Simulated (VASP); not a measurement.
Level of theory: PBEsol GGA, VASP's PBE PAW potentials (set 64) (plane waves; VASP 6.6.1).

The input files of a VASP run:

**KPOINTS**
```
Automatic
0
gamma
  11 11 3
0 0 0
```

**POSCAR**
```
La
3.6605760
  0.4999999884  -0.8660254404   0.0000000000
  0.4999999884   0.8660254404   0.0000000000
  0.0000000000   0.0000000000   3.1970409324
La
4
Cartesian
  0.0000000000   0.0000000000   1.5985204662
  0.0000000000   0.0000000000   0.0000000000
  0.4999999884   0.2886757241   0.7992602331
  0.4999999884  -0.2886757241   2.3977806993
```

INCAR:
```
# general
SYSTEM  = La
PREC    = Accurate
ENCUT   = 520   # plane-wave cut-off (eV)
LREAL   = .False.   # projection in real space or not
LASPH   = .True.   # aspherical one-centre terms

# electronic loop
EDIFF   = 1E-7   # SCF stop (eV)
NELM    = 100   # most electronic steps
ALGO    = Normal
LMAXMIX = 6   # l cut-off of mixed one-centre charges

# smearing
ISMEAR  = -5   # tetrahedra, Bloechl

# functional
GGA     = PS   # PBEsol

# ions
ISIF    = 2   # forces and stress, cell fixed

# output
LWAVE   = .False.
LCHARG  = .True.
LORBIT  = 11   # lm-projected
NEDOS   = 601

# other
LEFG    = .True.
```

POTCAR, in this order: La (PBE.64 set). Program: vasp_std.

Question: What will the output report for the number of irreducible k-points (NKPTS), largest plane-wave count, number of space-group operations, FFT grid (NGX, NGY, NGZ)?

Answer: 
```yaml
number of irreducible k-points (NKPTS): 32
largest_plane_wave_count: 3674
number_of_space_group_operations: 24
FFT grid (NGX, NGY, NGZ): 28 × 28 × 90
```

The compound is La in the dhcp structure. It was relaxed first, which changed the volume by -9 %.
